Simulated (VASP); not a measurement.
A convergence study with VASP on AlN (space group P6_3mc): one setting is varied, all else stays as given below, so the limit is that of these other settings.

```xyz
4
Lattice="1.5472 -2.6799 0.0000 1.5472 2.6799 0.0000 0.0000 0.0000 4.9551" Properties=species:S:1:pos:R:3 pbc="T T T"
Al     1.5472    -0.8933     2.4775
Al     1.5472     0.8933     0.0000
N      1.5472    -0.8933     4.3704
N      1.5472     0.8933     1.8928
```

All values below come from PBE GGA, VASP's PBE PAW potentials (set 64) (plane waves; VASP). The tightest run used: 600 eV cut-off, 9×9×5 Γ-centred mesh, Gaussian smearing of 0.010 eV, potentials Al N.

Problem. The settings run are ENCUT = 200; ENCUT = 240; ENCUT = 280; ENCUT = 340; ENCUT = 480; ENCUT = 600. From which on does the mean ε∞ stay within 0.1  of the tightest run?

Solution. From ENCUT = 280 on: it is off by 0.06 there and by no more than 0.1 in any finer run, while ENCUT = 240 is off by 0.14.
```json
[
 {"setting": "ENCUT = 200", "mean ε∞": "4.68", "highest Γ mode (cm⁻¹)": "820.6", "plane waves": "275", "difference judged ()": "0.20"},
 {"setting": "ENCUT = 240", "mean ε∞": "4.62", "highest Γ mode (cm⁻¹)": "699.0", "plane waves": "359", "difference judged ()": "0.14"},
 {"setting": "ENCUT = 280", "mean ε∞": "4.53", "highest Γ mode (cm⁻¹)": "712.9", "plane waves": "452", "difference judged ()": "0.06"},
 {"setting": "ENCUT = 340", "mean ε∞": "4.48", "highest Γ mode (cm⁻¹)": "744.3", "plane waves": "597", "difference judged ()": "0.00"},
 {"setting": "ENCUT = 480", "mean ε∞": "4.48", "highest Γ mode (cm⁻¹)": "734.4", "plane waves": "1002", "difference judged ()": "0.00"},
 {"setting": "ENCUT = 600", "mean ε∞": "4.48", "highest Γ mode (cm⁻¹)": "734.3", "plane waves": "1388", "difference judged ()": "0.00"}
]
```

Left out are rungs that failed or repeat a setting and relaxations that didn't move; long series are thinned to 24 rows.

The structure is a typed AlN crystal (space group no. 186). The cell was not relaxed at this level.
